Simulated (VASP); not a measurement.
An input for Ansatz (written as the equivalent of a VASP run, and not itself run):

Ansatz 0.2 input:
```yaml
crystal:
  lattice:
    - [2.9899060, -2.1849810, 0.0000000]
    - [2.9899060, 2.1849810, 0.0000000]
    - [-1.0852270, 0.0000000, 6.4573640]
  atoms:
    - { symbol: Au, position: [0.0000000, 0.5000000, 0.0000000] }
    - { symbol: Au, position: [0.5000000, 0.0000000, 0.5000000] }
    - { symbol: Cl, position: [0.5816000, 0.4184000, 0.2500000] }
    - { symbol: Cl, position: [0.4184000, 0.5816000, 0.7500000] }
kpoints:
  mp_grid: { grid: [6, 6, 3] }
hamiltonian:
  xc: pbe
  pseudopotentials: { kind: paw }
scf:
  occupations: { method: fermi_dirac, width: 0.1 }
  max_iter: 100
output: { forces: true, stress: true, eigenvalues: true }
```

Problem. Write the VASP files for the same calculation (PBE).

Solution. One answer among several that fit: 
POSCAR:
```
AuCl
12.9147280
  0.2315113412  -0.1691852124   0.0000000000
  0.2315113412   0.1691852124   0.0000000000
 -0.0840301863   0.0000000000   0.5000000000
Au Cl
2 2
Cartesian
  0.1157556706   0.0845926062   0.0000000000
  0.0737405774  -0.0845926062   0.2500000000
  0.2105037946  -0.0276110267   0.1250000000
  0.1684887014   0.0276110267   0.3750000000
```

**INCAR**
```
! general
SYSTEM  = AuCl
PREC    = Accurate
ENCUT   = 300
LREAL   = .FALSE.
LASPH   = .TRUE.

! electronic loop
EDIFF   = 1E-6
NELM    = 100
ALGO    = Normal
LMAXMIX = 6

! smearing
ISMEAR  = -1
SIGMA   = 0.1

! functional
GGA     = PE

! ions
ISIF    = 2

! output
LWAVE   = .FALSE.
LCHARG  = .FALSE.
```

**KPOINTS**
```
K-points
0
G
 6 6 3
0 0 0
```

POTCAR, in this order: Au Cl (PBE.64 set). Program: vasp_std.

What does not carry over: each code has its own PAW files, so the cut-off isn't converted (ENCUT is set for VASP's; basis.ecutwfc is left out, and Ansatz then takes the one that its files recommend); Ansatz stops its SCF on the density residual and VASP on the energy change (EDIFF).

The structure was generated: AuCl was put into an ordered model structure, which need not be its known phase. The cell was not relaxed at this level. The k-mesh is coarse (spacing up to 0.32 per Å, 2π included), so the numbers may not be converged in it.
